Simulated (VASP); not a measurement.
Method: revPBE GGA, VASP's PBE PAW potentials (set 64) (plane waves; VASP 6.6.1).

VASP input:

**KPOINTS**
```
Automatic mesh
0
gamma
14 14 14
```

POSCAR:
```
LiF
1
    0.0000000000     1.9961850000     1.9961850000
    1.9961850000     0.0000000000     1.9961850000
    1.9961850000     1.9961850000     0.0000000000
Li F
1 1
Direct
  0.0000000000   0.0000000000   0.0000000000
  0.5000000000   0.5000000000   0.5000000000
```

INCAR:
```
# general
SYSTEM  =  LiF
PREC    =  Accurate
ENCUT   =  400
LREAL   =  .FALSE.
LASPH   =  .TRUE.

# electronic loop
EDIFF   =  1E-6
NELM    =  100
ALGO    =  Normal

# smearing
ISMEAR  =  0
SIGMA   =  0.01

# functional
GGA     =  RE

# ions
ISIF    =  2

# output
LWAVE   =  .FALSE.
LCHARG  =  .FALSE.
```

POTCAR, in this order: Li_sv F (PBE.64 set). Program: vasp_std.

What VASP printed:

**OSZICAR**
```
       N       E                     dE             d eps       ncg     rms          rms(c)
DAV:   1     0.197469469456E+02    0.19747E+02   -0.48972E+03  2064   0.923E+02
DAV:   2    -0.915514848499E+01   -0.28902E+02   -0.28441E+02  2053   0.175E+02
DAV:   3    -0.973606683147E+01   -0.58092E+00   -0.58021E+00  2504   0.227E+01
DAV:   4    -0.973964680982E+01   -0.35800E-02   -0.35792E-02  2364   0.180E+00
DAV:   5    -0.973968071594E+01   -0.33906E-04   -0.33906E-04  2495   0.117E-01    0.448E+00
DAV:   6    -0.922627874027E+01    0.51340E+00   -0.25031E+00  1922   0.123E+01    0.149E+00
DAV:   7    -0.923896764817E+01   -0.12689E-01   -0.27650E-02  2326   0.181E+00    0.929E-01
DAV:   8    -0.925374283673E+01   -0.14775E-01   -0.26433E-02  2194   0.203E+00    0.107E-01
DAV:   9    -0.925396518760E+01   -0.22235E-03   -0.13661E-03  2172   0.388E-01    0.445E-02
DAV:  10    -0.925410116737E+01   -0.13598E-03   -0.26260E-04  2095   0.157E-01    0.160E-02
DAV:  11    -0.925409693857E+01    0.42288E-05   -0.16910E-05  2398   0.420E-02    0.167E-03
DAV:  12    -0.925409731328E+01   -0.37471E-06   -0.82844E-07  2014   0.981E-03
   1 F= -.92540973E+01 E0= -.92540973E+01  d E =-.896198E-56
```

OUTCAR:
```
------------------------ aborting loop because EDIFF is reached ----------------------------------------
  FORCE on cell =-STRESS in cart. coord.  units (eV):
  Direction    XX          YY          ZZ          XY          YZ          ZX
  --------------------------------------------------------------------------------------
  Total       -0.4624062     -0.4624062     -0.4624062      0.0000000      0.0000000     -0.0000000
  in kB      -46.5695278    -46.5695278    -46.5695278      0.0000000      0.0000000     -0.0000000
  external PRESSURE =     -46.5695278 kB  Pullay stress =       0.0000000 kB
  volume of cell :       15.91
      direct lattice vectors                 reciprocal lattice vectors
     0.000000000  1.996185000  1.996185000    -0.250477786  0.250477786  0.250477786
     1.996185000  0.000000000  1.996185000     0.250477786 -0.250477786  0.250477786
     1.996185000  1.996185000  0.000000000     0.250477786  0.250477786 -0.250477786
  FREE ENERGIE OF THE ION-ELECTRON SYSTEM (eV)
  ---------------------------------------------------
  free  energy   TOTEN  =        -9.2540973133 eV

  energy  without entropy=       -9.2540973133  energy(sigma->0) =       -9.25409731
```
(Selected blocks of OUTCAR.)

At this cut-off the stress carries a Pulay error, which pulls relaxed volumes low.

The structure comes from a computed database's LiF entry; how it stands against other phases isn't given here. The cell was not relaxed at this level. The run is one of a series of settings (GGA = RE, POTCAR Li_sv F (PBE.64 set) against the base run), some of them coarse on purpose.
